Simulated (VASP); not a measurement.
Data:

```
AgI
1.0
    2.29500    -3.97506     0.00000
    2.29500     3.97506     0.00000
    0.00000     0.00000     7.51000
Ag I
2 2
Direct
  0.66667   0.33333   0.50000
  0.33333   0.66667   0.00000
  0.66667   0.33333   0.87500
  0.33333   0.66667   0.37500
```

Level of theory: AM05 GGA, VASP's PBE PAW potentials (set 64) (plane waves; VASP 6.6.1). Run with 520 eV cut-off, 6×6×3 Γ-centred mesh, Gaussian smearing of 0.050 eV, potentials Ag I.

Unless said otherwise, spin-orbit coupling is left out, though it shifts the bands of the heavy elements here.

**Question.** What does the run give for the energy per atom (σ→0), band gap (on the k-mesh) with the smallest direct gap where there is one?

**Answer.** 
```json
{
  "band gap (on the k-mesh)": "1.35 eV",
  "smallest direct gap (on the k-mesh)": "1.35 eV",
  "energy per atom (σ→0)": "-239.0 kJ/mol of atoms"
}
```

The absolute energy has meaning only against runs of the same code, potentials and settings.

The compound is AgI in the wurtzite structure. The cell was not relaxed at this level.
